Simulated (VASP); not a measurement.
# Be16B (a cell with a defect) in VASP: notebook, part 2 of 2

VASP 6.6.1. Earlier steps stand in the parts before.

## 3. Single point, PBE

Contents of INCAR:

```
SYSTEM = Be16B
PREC = Accurate ; ENCUT = 520
EDIFF = 1E-6 ; ISMEAR = -1
SIGMA = 0.1 ; LREAL = Auto
LASPH = .TRUE. ; NELM = 100
ALGO = Fast ; ISIF = 2
LWAVE = .FALSE. ; LCHARG = .FALSE.
GGA = PE ; NBANDS = 32
```

Contents of KPOINTS:

```
Automatic mesh
0
G
  2 3 2
  0 0 0
```

Contents of POSCAR:

```
Be16B
1.0
   -2.2900000000     -3.9663960000      0.0000000000
    3.4350000000     -1.9831980000      0.0000000000
    0.0000000000      0.0000000000      7.1768600000
Be B
16 1
Direct
    0.8005272201      0.4425639983      0.0198833473
    0.5500686336      0.3591723933      0.2602809585
    0.7891822600      0.4075188866      0.5005810340
    0.5131568186      0.3041132793      0.7742243823
    0.3468461271      0.0912016393      0.0217643928
    0.2844358980      0.8285176729      0.2980272710
    0.5366564069     -0.0612101392      0.5235576561
    0.2590674664      0.8195529834      0.7748513974
    0.2862785707      0.5683778535      0.0394183529
    0.0473558149      0.2542197427      0.2721803128
    0.2690936641      0.4430056742      0.5159359386
   -0.0049516870      0.2369608841      0.7861376702
   -0.0623588072     -0.0640179530      0.0398920977
    0.8828260635      0.7272406653      0.2814044025
    0.0346022841     -0.0679944016      0.5308588993
    0.7193741891      0.7576031712      0.7942191989
    0.6023849813      0.7744575276      0.1330526163
```

Potentials or basis: VASP PAW PBE potentials, release 64 (Be, B).

Command:

```console
$ cat potpaw_PBE.64/Be/POTCAR potpaw_PBE.64/B/POTCAR > POTCAR
$ mpirun -np 1 vasp_std > vasp.out
```

OUTCAR:

```text
SYSTEM = Be16B
   PREC = Accurate
   ENCUT = 520
   EDIFF = 1E-6
   ISMEAR = -1
   LREAL = Auto
   LASPH = .TRUE.
   NELM = 100
   ISIF = 2
   GGA = PE

 ion  position               nearest neighbor table
   1  0.801  0.443  0.020-  17 1.79  13 2.06  12 2.07  16 2.08   2 2.10  13 2.11  14 2.22  10 2.26
                             4 2.27   9 2.28
   2  0.550  0.359  0.260-  17 1.90   3 2.05   1 2.10  14 2.12   9 2.16   5 2.22   6 2.24  11 2.27
                            10 2.32  10 2.34
   3  0.789  0.408  0.501-   2 2.05  14 2.07  10 2.11   7 2.20  11 2.21  15 2.21  12 2.36   4 2.37
                            15 2.37
   4  0.513  0.304  0.774-  16 2.04   5 2.11  12 2.22  11 2.23   8 2.25   1 2.27   7 2.31   8 2.35
                            16 2.37   3 2.37
   5  0.347  0.091  0.022-  17 1.89   9 1.92  13 1.98   9 2.10   4 2.11   8 2.11   2 2.22   6 2.26
                            10 2.35
   6  0.284  0.829  0.298-  14 1.89  17 1.89  10 2.02   7 2.04  15 2.07   9 2.12  11 2.19   2 2.24
                             5 2.26
   7  0.537  0.939  0.524-   6 2.04   3 2.20  16 2.23   8 2.26  15 2.28  15 2.30   4 2.31  11 2.32
                            11 2.35
   8  0.259  0.820  0.775-  12 2.05  15 2.08   5 2.11  16 2.13   9 2.15   4 2.25   7 2.26   4 2.35
                            11 2.38
   9  0.286  0.568  0.039-  17 1.79   5 1.92   5 2.10   6 2.12   8 2.15   2 2.16  13 2.16   1 2.28
                            10 2.35
  10  0.047  0.254  0.272-   6 2.02  14 2.02   3 2.11  13 2.15  11 2.16  14 2.22  15 2.25   1 2.26
                             2 2.32   2 2.34   5 2.35   9 2.35
  11  0.269  0.443  0.516-  10 2.16   6 2.19   3 2.21  15 2.22   4 2.23   2 2.27  15 2.30   7 2.32
                             7 2.35   8 2.38
  12  0.995  0.237  0.786-   8 2.05   1 2.07  13 2.19  15 2.20   4 2.22  16 2.28   3 2.36
  13  0.938  0.936  0.040-  17 1.79  14 1.94   5 1.98   1 2.06   1 2.11  16 2.15  10 2.15   9 2.16
                            12 2.19
  14  0.883  0.727  0.281-  17 1.68   6 1.89  13 1.94  10 2.02   3 2.07  15 2.09   2 2.12   1 2.22
                            10 2.22
  15  0.035  0.932  0.531-   6 2.07   8 2.08  14 2.09  12 2.20   3 2.21  11 2.22  10 2.25   7 2.28
                            11 2.30   7 2.30   3 2.37
  16  0.719  0.758  0.794-   4 2.04   1 2.08   8 2.13  13 2.15   7 2.23  12 2.28   4 2.37
  17  0.602  0.774  0.133-  14 1.68  13 1.79   9 1.79   1 1.79   6 1.89   5 1.89   2 1.90

  LATTYP: Found a simple orthorhombic cell.
 ALAT       =     3.9663962620
[... 183 lines left out ...]
 maximum number of plane-waves:      3536
 NGX is ok and might be reduce to    36
   NGX = 17   NGY = 15   NGZ = 27

 number of electron      35.0000000 magnetization

 Free energy of the ion-electron system (eV)
  ---------------------------------------------------
  ext. energy  EPLUGINS =         0.00000000
  ---------------------------------------------------
  free energy    TOTEN  =       -62.26423441 eV

  energy without entropy =      -62.14557252  energy(sigma->0) =      -62.20490346

 E-fermi :   7.4385     XC(G=0): -10.7197

 val. band max:        7.4340149032   @ k =   0.0000   0.3333   0.0000
 cond. band min:       7.4392746701   @ k =   0.0000   0.0000   0.5000
 fundamental gap:      0.0052597669
 Fermi energy:         7.4385364662

 k-point     1 :       0.0000    0.0000    0.0000
  band No.  band energies     occupation
      1      -5.0002      2.00000
      2      -2.6036      2.00000
      3      -2.2190      2.00000
      4      -0.1266      2.00000
      5       0.4872      2.00000
      6       1.6697      2.00000
[... 245 lines left out ...]
     28      12.0682      0.00000
     29      12.8003      0.00000
 [bands above 29 left out]

------------------------ aborting loop because EDIFF is reached ----------------------------------------

  FORCE on cell =-STRESS in cart. coord.  units (eV):
  Direction    XX          YY          ZZ          XY          YZ          ZX
  --------------------------------------------------------------------------------------
  -------------------------------------------------------------------------------------
  Total       11.2959256      8.4831004     11.5042544     -0.9372618     -6.0943303     -5.7109253
  in kB      138.8149946    104.2483446    141.3751354    -11.5179572    -74.8928826    -70.1812397
  external PRESSURE =     128.1461582 kB  Pullay stress =       0.0000000 kB

 VOLUME and BASIS-vectors are now :
 -----------------------------------------------------------------------------
  energy-cutoff  :      520.00
  volume of cell :      130.38
      direct lattice vectors                 reciprocal lattice vectors
    -2.290000000 -3.966396000  0.000000000    -0.109170306 -0.189088533  0.000000000
     3.435000000 -1.983198000  0.000000000     0.218340611 -0.126059022  0.000000000
     0.000000000  0.000000000  7.176860000     0.000000000  0.000000000  0.139336702

 POSITION                                       TOTAL-FORCE (eV/Angst)
 -----------------------------------------------------------------------------------
     -0.31300     -4.05290      0.14270        -0.507842      0.373749     -0.247621
     -0.02590     -2.89410      1.86800        -0.288385      0.777678     -0.027351
     -0.40740     -3.93840      3.59260         0.560684     -0.045575      1.665023
     -0.13050     -2.63850      5.55650        -0.425959      0.385457     -0.518164
     -0.48100     -1.55660      0.15620        -1.433315      0.094070      0.181380
      2.19460     -2.77130      2.13890        -0.872129     -1.046025     -1.047283
[... 9 lines left out ...]
      0.95500     -4.35580      5.70000         0.165899     -0.913484     -0.213188
      1.28080     -3.92520      0.95490         2.119407      0.490111     -0.592906
 -----------------------------------------------------------------------------------
    total drift:                               -0.001192     -0.000232      0.000118

  FREE ENERGIE OF THE ION-ELECTRON SYSTEM (eV)
  ---------------------------------------------------
  free  energy   TOTEN  =       -62.2642344054 eV

  energy  without entropy=      -62.1455725156  energy(sigma->0) =      -62.20490346
```

OSZICAR:

```text
N       E                     dE             d eps       ncg     rms          rms(c)
DAV:   1     0.411423379770E+02    0.41142E+02   -0.13318E+04   512   0.920E+02
DAV:   2    -0.610384756891E+02   -0.10218E+03   -0.95931E+02   672   0.174E+02
DAV:   3    -0.655904839257E+02   -0.45520E+01   -0.44801E+01   680   0.315E+01
DAV:   4    -0.656378992211E+02   -0.47415E-01   -0.47332E-01   648   0.383E+00
DAV:   5    -0.656383372436E+02   -0.43802E-03   -0.43795E-03   672   0.316E-01    0.713E+00
RMM:   6    -0.625613817490E+02    0.30770E+01   -0.44004E+00   537   0.629E+00    0.314E+00
RMM:   7    -0.623362038867E+02    0.22518E+00   -0.48493E-01   612   0.260E+00    0.171E+00
RMM:   8    -0.622653688568E+02    0.70835E-01   -0.10752E-01   616   0.178E+00    0.500E-01
RMM:   9    -0.622645045676E+02    0.86429E-03   -0.25239E-02   641   0.566E-01    0.115E-01
RMM:  10    -0.622641666663E+02    0.33790E-03   -0.29640E-03   622   0.278E-01    0.493E-02
RMM:  11    -0.622642227555E+02   -0.56089E-04   -0.69842E-04   654   0.831E-02    0.124E-02
RMM:  12    -0.622642302684E+02   -0.75129E-05   -0.89328E-05   641   0.384E-02    0.569E-03
RMM:  13    -0.622642344038E+02   -0.41354E-05   -0.30797E-05   630   0.171E-02    0.200E-03
RMM:  14    -0.622642344054E+02   -0.16381E-08   -0.25281E-06   490   0.639E-03
   1 F= -.62264234E+02 E0= -.62204903E+02  d E =-.118662E+00
```

stdout:

```text
POSCAR found type information on POSCAR BeB
 POSCAR found :  2 types and      17 ions
 scaLAPACK will be used
 LDA part: xc-table for (Slater+PW92), standard interpolation
 POSCAR, INCAR and KPOINTS ok, starting setup
 FFT: planning ... GRIDC
 FFT: planning ... GRID_SOFT
 FFT: planning ... GRID
 WAVECAR not read
 entering main loop
```

Wall time 32 s (1 thread of Intel Xeon 6975P-C (Granite Rapids), shared host); peak memory 0.22 GiB.

What came out:

```yaml
Free_energy: -62.2642 eV
Pressure: 12.8 GPa
Largest_force: 2.255 eV/Å
Band_gap_on_the_k_mesh: none (metal or under the smearing width)
```

Forces on the atoms (eV/Å):
```
Be  -0.508  0.374 -0.248
Be  -0.288  0.778 -0.027
Be   0.561 -0.046  1.665
Be  -0.426  0.385 -0.518
Be  -1.433  0.094  0.181
Be  -0.872 -1.046 -1.047
Be  -0.164 -0.281  0.571
Be  -0.515  0.799 -0.140
Be   0.870  0.097 -0.101
Be  -0.314 -0.041 -0.338
Be   0.027 -0.413  0.326
Be   0.537 -0.671 -0.636
Be   0.220  0.114 -0.717
Be  -0.314  0.189  1.498
Be   0.335  0.090  0.338
Be   0.166 -0.913 -0.213
B    2.119  0.490 -0.593
```

Stress tensor (GPa, compression positive):
```
13.88 -1.15 -7.02
-1.15 10.42 -7.49
-7.02 -7.49 14.14
```

Caveat: the k mesh is coarse (spacing up to 0.69 Å⁻¹), so the values aren't converged.
